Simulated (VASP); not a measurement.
Input for VASP

File KPOINTS:
```
Automatic
0
G
 7 7 7
```

### INCAR
```
SYSTEM = TlCl
PREC = Accurate; ENCUT = 500; LREAL = .FALSE.
LASPH = .TRUE.
EDIFF = 1E-6; NELM = 100; ALGO = Normal
LMAXMIX = 4
ISMEAR = 0; SIGMA = 0.05
GGA = PE
IBRION = 2; NSW = 40; ISIF = 3
EDIFFG = -0.02; PSTRESS = 50
LWAVE = .FALSE.; LCHARG = .FALSE.
```

### POSCAR
```
TlCl
1
    3.8932625248     0.0000000000     0.0000000000
    0.0000000000     3.8932625248     0.0000000000
    0.0000000000     0.0000000000     3.8932625248
Tl Cl
1 1
Direct
  0.0000000000   0.0000000000   0.0000000000
  0.5000000000   0.5000000000   0.5000000000
```

POTCAR, in this order: Tl_d Cl (PBE.64 set). Program: vasp_std.

Translate this PBE calculation to Ansatz.

One equivalent input (not run):
Ansatz 0.2 input:
```yaml
crystal:
  lattice:
    - [3.8932625, 0.0000000, 0.0000000]
    - [0.0000000, 3.8932625, 0.0000000]
    - [0.0000000, 0.0000000, 3.8932625]
  atoms:
    - { symbol: Tl, position: [0.0000000, 0.0000000, 0.0000000] }
    - { symbol: Cl, position: [0.5000000, 0.5000000, 0.5000000] }
kpoints:
  mp_grid: { grid: [7, 7, 7] }
hamiltonian:
  xc: pbe
  pseudopotentials: { kind: paw }
scf:
  occupations: { method: gaussian, width: 0.05 }
  max_iter: 100
relax:
  max_steps: 40
  f_tol: 0.02
  cell: { p_target: 5 }
output: { forces: true, stress: true, eigenvalues: true }
```
Limits of the translation: each code has its own PAW files, so the cut-off isn't converted (ENCUT is set for VASP's; basis.ecutwfc is left out, and Ansatz then takes the one that its files recommend); Ansatz stops its SCF on the density residual and VASP on the energy change (EDIFF).

The compound is TlCl in the CsCl type structure. This run relaxes it under an external pressure of 5 GPa. Symmetry was kept, so distortions that lower it aren't found.
